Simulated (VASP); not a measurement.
Here is the system:

```
CELL_PARAMETERS angstrom
     -2.09018     2.09018     5.02556
      2.09018    -2.09018     5.02556
      2.09018     2.09018    -5.02556
ATOMIC_POSITIONS crystal
  Ca 0.00000 0.00000 0.00000
  Zn 0.25000 0.75000 0.50000
  Zn 0.75000 0.25000 0.50000
  Si 0.61590 0.61590 0.00000
  Si 0.38410 0.38410 0.00000
```

Method: PBEsol GGA, VASP's PBE PAW potentials (set 64) (plane waves; VASP). Run with 400 eV cut-off, 12×12×12 Γ-centred mesh, tetrahedra with Blöchl corrections, potentials Ca_sv Zn Si.

The cores are frozen, which limits the accuracy of field gradients.

Q: Give the principal components of the electric field gradient (V/Å²) and the asymmetry η at each nucleus.

A: 
```tsv
atom	Vxx	Vyy	Vzz	η
Ca1	-3.3	-3.3	6.7	0.00
Zn2	10.8	10.8	-21.6	0.00
Zn3	10.8	10.8	-21.6	0.00
Si4	-5.4	-5.4	10.8	0.00
Si5	-5.4	-5.4	10.8	0.00
```

The structure comes from a computed database's CaZn2Si2 entry (I4/mmm); how it stands against other phases isn't given here. It was relaxed first.
